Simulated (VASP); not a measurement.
Crystal: BiTe.

```xyz
2
Lattice="2.4227 1.3988 3.3173 -2.4227 1.3988 3.3173 0.0000 -2.7975 3.3173" Properties=species:S:1:pos:R:3 pbc="T T T"
Bi    0.0000    0.0000    4.9759
Te    0.0000    0.0000    0.0000
```

The cell comes from a database or a generator and needn't be the stable form of this composition.

Base run:

| Item | Value |
| --- | --- |
| Program | VASP 6.6.1 |
| Functional | PBE |
| Potentials or basis | VASP PAW PBE potentials, release 64 (Bi_d, Te) |
| Cutoff | 520 eV |
| k mesh | 7 × 7 × 7 |
| Occupations | fermi-dirac, width 0.05 eV |
| Spin | no spin polarisation |

Its results: band gap on the k mesh none (metal or under the smearing width); pressure 0.1 GPa.

Q: The run is repeated on the same cell with these changes: functional from PBE to PBEsol. What comes out?

A: Band gap on the k mesh none (metal or under the smearing width); pressure -2.3 GPa.

PBEsol binds more tightly than PBE, so the same cell stands under less pressure.

Caveats: spin-orbit coupling is left out, which moves the levels of the heavy elements; the PAW data sets were made with another functional, which shifts forces and pressure a little (some runs).

Not every run made on this cell is shown here.
